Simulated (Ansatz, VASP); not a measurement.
**FeSi2 (Linzhiite): VASP beside Ansatz**

Aim: how closely do two programs agree when they are given the same cell, functional and k mesh? The cell is taken from a series of runs on this material, whose earlier steps may have relaxed, scaled, displaced or heated it; both programs get it as it stands.

Calculated with Ansatz 0.2.0; plane waves, with VASP 6.6.1 beside it; zone-centre phonons at PBEsol.

## Step 1: The starting structure

The structure is tetragonal, space group P4/mmm (No. 123). The conventional cell has a = 2.729 Å, b = 2.729 Å, c = 5.065 Å, α = 90.00°, β = 90.00°, γ = 90.00°. Si has 1 Si at 2.33 Å and 4 Fe at 2.37 Å nearest. Nearest to Fe lie 8 Si at 2.37 Å. Farther neighbours are not listed.

Structure file:

```cif
data_structure
_symmetry_space_group_name_H-M 'P 1'
_symmetry_Int_Tables_number 1
_cell_length_a 2.7293
_cell_length_b 2.7293
_cell_length_c 5.0648
_cell_angle_alpha 90.000
_cell_angle_beta 90.000
_cell_angle_gamma 90.000
_cell_volume 37.73
loop_
_atom_site_label
_atom_site_type_symbol
_atom_site_fract_x
_atom_site_fract_y
_atom_site_fract_z
_atom_site_occupancy
Si1 Si 0.50000 0.50000 0.27008 1
Si2 Si 0.50000 0.50000 0.72992 1
Fe3 Fe 0.00000 0.00000 0.00000 1
```

## Step 2: Ansatz: zone-centre phonons, PBEsol

Ansatz runs on its PAW soft_1 files.

Second derivatives magnify differences that forces hide, and they need a tight electronic threshold.

Contents of input.yaml:

```yaml
crystal:
  lattice:
    - [2.729340507, 0.0, 0.0]
    - [0.0, 2.729340507, 0.0]
    - [0.0, 0.0, 5.0648239799]
  atoms:
    - { symbol: Si, position: [0.5, 0.5, 0.2700788137] }
    - { symbol: Si, position: [0.5, 0.5, 0.7299211863] }
    - { symbol: Fe, position: [0.0, 0.0, 0.0] }
kpoints:
  mp_grid: { grid: [16, 16, 8] }
hamiltonian:
  xc: pbesol
  pseudopotentials: { kind: paw, azcp: { folder: soft_1 }, xc_functional: pbe }
scf:
  occupations: { method: methfessel_paxton, width: 0.2 }
output:
  eigenvalues: true
phonons:
  method: dfpt
```

On the command line:

```
> ansatz run input.yaml --threads 4 --pin off --max-ram 10240MiB --backend cpu --events-out ev --progress --plain --runs-dir out
```

Numbers of over 12 decimals in the logs are rounded to 6 here.

Log:

```text
zone centre: on kpoints.mp_grid the ground state, and the responses unless they are solved on pairs of k-points, stand on 405 of the mesh's 2048 k-points, reduced under 4 symmetry operations, with k and −k counted as one. Each operation leaves every solved displacement unchanged or reverses it
Engine: ansatz 0.2.0, aarch64-unknown-linux-gnu
Pseudopotentials: kind: paw
Pseudopotential: Si, paw, valence charge 4, recommended cutoff 420 eV (normal), soft_1/Si.paw.azcp
Pseudopotential: Fe, paw, valence charge 16, recommended cutoff 420 eV (normal), soft_1/Fe.paw.azcp
Functional definition: PBEsol
  exchange = pbesol_x
  correlation = pbesol_c
Crystal: 3 atoms, lattice volume = 37.729 Å³
Basis set: ecut = 420 eV, 773 PW (Γ), exchange–correlation on 40×40×72 points (8 copies of the dense FFT grid, shifted against one another)
Bands: 16, of which v1, the nominal top of the filled ones, is band 12 counted from 1 (11 counted from 0)
Symmetry: 16 space group operations
k-points: 405 of 2048 (irreducible under 4 space group operations, time reversal used)
Non-local potential: Si, projectors of the file, l = 0: 2, l = 1: 2, l = 2: 1
Non-local potential: Fe, projectors of the file, l = 0: 3, l = 1: 2, l = 2: 3, l = 3: 1
PAW form: soft (Blöchl's): semilocal exchange-correlation on the pseudo side does not see the compensation charge
PAW frozen core: Si, regenerated for the run's functional, and the local potential with it (the file was generated under x = pbe(κ = 0.804, μ = 0.219515), c = pbe(β = 0.066725))
PAW frozen core: Fe, regenerated for the run's functional, and the local potential with it (the file was generated under x = pbe(κ = 0.804, μ = 0.219515), c = pbe(β = 0.066725))
PAW one-centre angular grid: Si, 110 points (default); XC on 64 Gauss nodes
PAW one-centre angular grid: Fe, 590 points (default); XC on 64 Gauss nodes
Initial density: superposition of atomic densities (chi_scale 0.1, normalization cell, long waves kept (reshape's long-wave potential 0.00 eV rms))
Initial wavefunctions: pseudopotential atomic-orbital guess
Functional: x = pbesol(κ = 0.804, μ = 0.123457), c = pbesol(β = 0.046)
SCF iter   1: F=—  HF=-5694.928572 eV  |F-HF|=—  |Δ(HF+E_count)|=         —  Δρ=1.23e-1  dr2=1.20e1  ethr=3.10e-3  ⟨swp⟩=5.1  Hψ=34311  notcnv=0
preconditioner: auto → none  [metal: Δε(μ)=0.008 eV  Ē_g=7.875 eV  σ=0.200 eV  W_gap=0.03  n_scr=8 (ndim 8)  ℏωp=24.2 eV  f_vac=0.000  D(μ)=2.07/eV (n_scr^D=16)  sad-step TF]
SCF iter   2: F=—  HF=-5694.678024 eV  |F-HF|=—  |Δ(HF+E_count)|=   2.51e-1  S|Δr|=    0.00e0  Δρ=1.39e-1  dr2=1.24e1  ethr=3.10e-3  ⟨swp⟩=2.0  Hψ=11088  notcnv=0
SCF iter   3: F=—  HF=-5693.521111 eV  |F-HF|=—  |Δ(HF+E_count)|=    1.16e0  S|Δr|=    0.00e0  Δρ=5.76e-2  dr2=1.36e0  ethr=3.10e-3  ⟨swp⟩=3.0  Hψ=11867  notcnv=0
SCF iter   4: F=—  HF=-5693.374275 eV  |F-HF|=—  |Δ(HF+E_count)|=   1.47e-1  S|Δr|=    0.00e0  Δρ=1.18e-2  dr2=1.40e-1  ethr=3.10e-3  ⟨swp⟩=2.6  Hψ=13303  notcnv=0
SCF iter   5: F=—  HF=-5693.328973 eV  |F-HF|=—  |Δ(HF+E_count)|=   4.53e-2  S|Δr|=    0.00e0  Δρ=3.34e-3  dr2=2.49e-3  ethr=5.84e-4  ⟨swp⟩=2.0  Hψ=10827  notcnv=0
SCF iter   6: F=—  HF=-5693.328839 eV  |F-HF|=—  |Δ(HF+E_count)|=   1.33e-4  S|Δr|=    0.00e0  Δρ=5.62e-4  dr2=4.28e-5  ethr=1.04e-5  ⟨swp⟩=2.3  Hψ=9916  notcnv=0
SCF iter   7: F=—  HF=-5693.328831 eV  |F-HF|=—  |Δ(HF+E_count)|=   8.09e-6  S|Δr|=    0.00e0  Δρ=1.27e-4  dr2=2.80e-6  ethr=1.78e-7  ⟨swp⟩=2.0  Hψ=11255  notcnv=0
SCF iter   8: F=—  HF=-5693.328832 eV  |F-HF|=—  |Δ(HF+E_count)|=   4.55e-7  S|Δr|=    0.00e0  Δρ=1.74e-5  dr2=6.47e-8  ethr=1.16e-8  ⟨swp⟩=2.1  Hψ=9258  notcnv=0
SCF iter   9: F=—  HF=-5693.328832 eV  |F-HF|=—  |Δ(HF+E_count)|=   7.77e-9  S|Δr|=    0.00e0  Δρ=2.07e-6  dr2=6.66e-10  ethr=2.70e-10  ⟨swp⟩=2.4  Hψ=10211  notcnv=0
SCF iter  10: F=-5693.328832 eV  HF=-5693.328832 eV  |F-HF|=9.09e-12  |Δ(HF+E_count)|=  1.36e-10  S|Δr|=    0.00e0  Δρ=2.50e-7  dr2=9.39e-12  ethr=1.00e-12  ⟨swp⟩=4.8  Hψ=34243  notcnv=0
the search or the solves at the SCF's close seem to have found levels that the self-consistency loop had missed (the run counts 1). By its estimate they hold under 1e-12 electrons; where the run keeps them, the occupations were computed again with them
SCF 1 converged in 10 iterations: F = -5693.328832 eV  dr2 = 9.39e-12
  greatest PAW one-centre occupation: 1.000 electrons in one spin orbital (limit 2), on the Fe atom at site 2 (counted from 0), in its partial waves of l = 1
DFPT response loops at Γ: preconditioner auto → Kerker (q_TF=auto, 2.530 Å⁻¹) (partly filled bands, converged f_vac=0.000); β = 1.00, the filter's whole step (`scf.mixing.beta` (0.50) is not read by the response loops under this deck's `scf.mixing.preconditioner`; to damp them name `kerker` or `kerker_dos`, under which they read `scf.mixing.beta`, and type it under 1.00, their step now; both keys bind the ground state too); Broyden in place of MSR1
SCF converged after 10 iterations
Stability not checked: this state was not tested for a lower state beside it, because cold or Methfessel-Paxton smearing, or corrected tetrahedra, fill the levels in a way that the test cannot read (fill_not_monotonic; see scf.lower_state_search)
Free energy (F): -5693.328832 eV
Harris-Foulkes:  -5693.328832 eV  (|F-HF|=9.09e-12)
Internal energy: -5693.330634 eV  (E = F + TS)
E sigma→0 (E₀):  -5693.329282 eV
Entropy (-TS):   0.001802 eV (0.601 meV/atom)
Fermi energy:    13.819080 eV
Step filling:    the computed levels leave a gap of 0.0005 eV = 0.0 smearing widths at the electron count; against every level under it full and every level over it empty, smearing changes F+E_penalty+E_count by +1.090 meV and its σ→0 estimate by +0.639 meV
--- Per-component energies (eV) ---
  E_band       = -233.506189
  E_kinetic    = 424.782632
  E_local      = -3541.704110  (includes V_loc(G=0)·N_el)
  E_nonlocal   = 333.533966
  E_hartree    = 1561.098793
  E_xc         = -226.814482
  E_vxc        = -244.169285  (∫ρ·V_xc dr)
  E_paw        = -2346.094582  (= ΣΔE_a)
  E_vpaw       = -328.145964  (= ΣTr[D̂ρ^β])
  E_aug_tail   = -0.000832  (compensation charges beyond the density's cutoff)
  E_ewald      = -1898.374342
  E_core_change = 0.242323  (= ΣΔE_core)
  E_smearing   = 0.001802  (= −TS)
  E_closure    = -0.000000  (closes the sum)
  Σ components = -5693.328832   (vs F -5693.328832, Δ=0.00e0)
--- Band table (eV; the first three rows and the last of 405) ---
  k-point 0: bands = [... 8 lower, 12.3061, 12.3061, 12.3590, 13.0918, 17.9265, 17.9265, 20.8804, 20.9379]
  k-point 1: bands = [... 8 lower, 12.2979, 12.2979, 12.3340, 13.0919, 18.0290, 18.0290, 19.7554, 20.7136]
  k-point 2: bands = [... 8 lower, 12.2400, 12.2784, 12.2784, 13.0921, 18.2335, 18.3232, 18.3232, 20.4220]
  k-point 404: bands = [... 8 lower, 10.4790, 10.4790, 12.1497, 13.8876, 14.3049, 14.3049, 15.0805, 16.4524]
--- Phonons (Γ-DFPT): 4 representative perturbations + reference, on 405 of 2048 k-points (Σ response iterations 18) ---
  k mesh reduced under 4 symmetry operations, with k and −k counted as one. Each operation leaves every solved displacement unchanged or reverses it
  ASR residual: 1.239e-4 → 0.000e0 eV/Å²; symmetrization residual: 1.663e-6 eV/Å²
  ASR residual per site (eV/Å²): 2.09e-5 2.09e-5 1.24e-4
  Γ frequencies (cm⁻¹): 0.00 0.00 0.00 218.80 218.80 276.98 276.98 353.87 555.76
  non-analytic LO–TO correction: not included (Born effective charges unavailable; polar crystals: no LO–TO splitting at Γ)
```

The column dr2 measures how far the density is from self-consistency, as an energy; F and HF (Harris–Foulkes) agree once it is small.

(Continued in part 2 of 2.)

[Lines on the potential files, build, host, timing and source positions are cut from VASP's logs without a mark.]

[Logs are printed without paths, hosts, clocks, repeated set-up lines and the standing remarks that a program may print on its own settings, such as how far it seeks lower states.]

[Hosts, paths, dates, database ids (printed as entryN), source tags and the programs' standing remarks are cut or masked in the printed files.]
